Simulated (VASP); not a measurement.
Consider the following.

```yaml
crystal:
  lattice:
    - [2.09486, -3.62841, 0.00000]
    - [2.09486, 3.62841, 0.00000]
    - [0.00000, 0.00000, 5.12717]
  atoms:
    - { symbol: Se, position: [0.00000, 0.23783, 0.66667] }
    - { symbol: Se, position: [0.76217, 0.76217, 0.00000] }
    - { symbol: Se, position: [0.23783, 0.00000, 0.33333] }
```

The numbers are results of PBE GGA with D3 dispersion (zero damping), VASP's PBE PAW potentials (set 64) (plane waves; VASP 6.6.1), not measurements. Run with 520 eV cut-off, Gaussian smearing of 0.050 eV, potentials Se.

Q: What does the run give for the band gap (along the path) with the smallest direct gap where there is one?

A: 
```json
{
  "band gap (along the path)": "0.60 eV",
  "smallest direct gap (along the path)": "0.70 eV"
}
```

The absolute energy has meaning only against runs of the same code, potentials and settings.

The compound is Se in the trig structure. It was relaxed first.
